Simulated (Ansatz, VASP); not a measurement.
## One calculation of GaB, two programs

INCAR

```
PREC     = Accurate       # precision mode
ENCUT    = 600            # plane-wave cutoff, eV
EDIFF    = 1E-6           # SCF threshold, eV
ISMEAR   = -1             # smearing method
SIGMA    = 0.05           # smearing width, eV
LREAL    = False          # projectors in reciprocal space
LASPH    = True           # aspherical terms in the spheres
NELM     = 100            # most SCF steps
ALGO     = Fast           # electronic algorithm
ISIF     = 3              # what is computed and relaxed
LWAVE    = False          # write WAVECAR
LCHARG   = False          # write CHGCAR
GGA      = PS             # functional
IBRION   = 2              # ionic algorithm
NSW      = 40             # ionic steps
EDIFFG   = -0.02          # ionic threshold
```

The input KPOINTS:

```
Automatic mesh
0
Gamma
  10 10 8
```

File POSCAR:

```
GaB
1.0
    2.7182400000      0.0000000000      0.0000000000
    0.0000000000      2.7182400000      0.0000000000
    0.0000000000      0.0000000000      3.2362100000
Ga B
1 1
Direct
    0.5000000000      0.5000000000      0.5000000000
    0.0000000000      0.0000000000      0.0000000000
```

File input.yaml:

```yaml
crystal:
  lattice:
    - [2.71824, 0.0, 0.0]
    - [0.0, 2.71824, 0.0]
    - [0.0, 0.0, 3.23621]
  atoms:
    - { symbol: Ga, position: [0.5, 0.5, 0.5] }
    - { symbol: B, position: [0.0, 0.0, 0.0] }
hamiltonian:
  xc: pbesol
  pseudopotentials: { kind: paw }
kpoints:
  mp_grid: { grid: [10, 10, 8] }
scf:
  occupations: { method: fermi_dirac, width: 0.05 }
output:
  forces: true
  stress: true
  eigenvalues: true
  write_density: true
  write_potential: true
  elf: true
  volumetric_format: npy
relax:
  f_tol: 0.01
  max_steps: 40
  cell: { stress_tol: 0.05 }
```

The cell was built by a generator and needn't be a form met in nature.

Alike in both runs: task relaxation of cell and atoms; functional PBEsol; k mesh 10 × 10 × 8; occupations fermi-dirac, width 0.05 eV; no spin polarisation.

|  | VASP | Ansatz |
| --- | --- | --- |
| version | VASP 6.6.1 | Ansatz 0.2.0 |
| potentials or method | VASP PAW PBE potentials, release 64 (Ga_d, B) | Ansatz PAW |
| plane-wave cutoff (eV) | 600 | 420 |
| valence electrons in the cell | 16 | 16 |

VASP gave:

| Item | Value |
| --- | --- |
| gap on the k mesh at the Fermi level, each at its own relaxed structure (eV) | none |
| relaxed volume (Å³/atom) | 11.46 |
| relaxed cell length with the largest relative difference (Å) | 3.218 |
| energy change over the relaxation (meV/atom) | -6 |

Question: Which values does Ansatz return?

Answer: gap on the k mesh at the Fermi level, each at its own relaxed structure (eV): none; relaxed volume (Å³/atom): 11.46; relaxed cell length with the largest relative difference (Å): 3.215; energy change over the relaxation (meV/atom): -7.

A gap of «none» marks a metal or a gap that the smearing closes.

Caveats: the PAW data sets were made with another functional, which shifts forces and pressure a little (VASP); the plane-wave basis is chosen anew once the cell has moved, so the energies of steps on either side of that aren't comparable (Ansatz); the PAW data sets come from PBE, with cores solved anew for the run's functional, which leaves a small shift of forces and pressure (Ansatz).
